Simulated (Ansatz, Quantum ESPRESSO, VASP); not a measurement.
## One calculation of Cu, 3 ways

```
Cu
1.0
     2.55619    0.00000    0.00000
    -1.27810    2.21373    0.00000
     0.00000    0.00000   25.43561
Cu
6
Cartesian
  1.2781 0.7379 7.5000
  0.0000 1.4758 9.5871
  0.0000 0.0000 11.6742
  1.2781 0.7379 13.7614
  0.0000 1.4758 15.8485
  0.0000 0.0000 17.9356
```

Alike in all runs: functional PBE; k mesh 12 × 12 × 1; occupations fermi-dirac, width 0.05 eV; no spin polarisation; no spin-orbit coupling.

```csv
program and potentials,plane-wave cutoff (eV),notes,band gap (eV)
"Ansatz, Ansatz PAW",420,19 valence electrons an atom on average,no gap
"Quantum ESPRESSO, Ansatz NC SR PBE",1252,19 valence electrons an atom on average,no gap
"VASP, PBE PAW files Cu, 520 eV",520,11 valence electrons an atom on average,no gap
```

Force on atom 1 (Cu), eV/Å:

```csv
program and potentials,x,y,z
"Ansatz, Ansatz PAW",0.000,0.000,0.035
"Quantum ESPRESSO, Ansatz NC SR PBE",0.000,0.000,0.034
"VASP, PBE PAW files Cu, 520 eV",0.000,0.000,0.018
```

None finds a gap.

The functional is the same throughout but for its coding, so the spread measures potentials, basis and numerics; runs on potential files found faulty are left out.
